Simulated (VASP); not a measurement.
Hf in VASP: the effect of functional

Hf, a sheet with vacuum:

```
Hf
1.0
     2.77876    0.00000    0.00000
     0.00000    2.77876    0.00000
     0.00000    0.00000   23.80000
Hf
1
Direct
  0.00000 0.00000 0.29412
```

The cell was built by a generator and needn't be a form met in nature.

Alike in all runs:

* Program: VASP 6.6.1
* Task: work function
* Cutoff: 520 eV
* k mesh: 10 × 10 × 1
* Occupations: fermi-dirac, width 0.05 eV
* Spin: no spin polarisation

Task: One run gave: work function 3.90 eV. Which functional did it use?
A. BLYP
B. LDA
C. revPBE
D. r2SCAN
E. PBE

Result: A.

```tsv
functional	potentials or basis	work function (eV)
PBE	VASP PAW PBE potentials, release 64 (Hf_pv)	4.28
LDA	VASP PAW LDA potentials, release 64 (Hf_pv)	4.49
PBEsol	VASP PAW PBE potentials, release 64 (Hf_pv)	4.37
RPBE	VASP PAW PBE potentials, release 64 (Hf_pv)	4.15
revPBE	VASP PAW PBE potentials, release 64 (Hf_pv)	4.16
BLYP	VASP PAW PBE potentials, release 64 (Hf_pv)	3.90
PW91	VASP PAW PBE potentials, release 64 (Hf_pv)	4.31
r2SCAN	VASP PAW PBE potentials, release 64 (Hf_pv)	4.36
```

Not every run made on this cell is shown here.
